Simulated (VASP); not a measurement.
Consider the following.

```yaml
crystal:
  lattice:
    - [0.00000, 1.82940, 1.82940]
    - [1.82940, 0.00000, 1.82940]
    - [1.82940, 1.82940, 0.00000]
  atoms:
    - { symbol: Al, position: [0.00000, 0.00000, 0.00000] }
```

Method: PBE GGA, VASP's PBE PAW potentials (set 64) (plane waves; VASP 6.6.1). Numerical set-up: 500 eV cut-off, 17×17×17 Γ-centred mesh, first-order Methfessel-Paxton smearing of 0.10 eV, potentials Al.

Q: What does the run give for the energy per atom (σ→0), pressure, band gap (on the k-mesh) with the smallest direct gap where there is one?

A: 
* **band gap (on the k-mesh)**: none (metal, semimetal or under 0.01 eV)
* **energy per atom (σ→0)**: -3292 meV/atom
* **pressure**: 449.5 kbar

Only differences to runs with the same potentials and settings are physical.

The compound is Al in the fcc structure. It was relaxed first under an external pressure of 45 GPa.
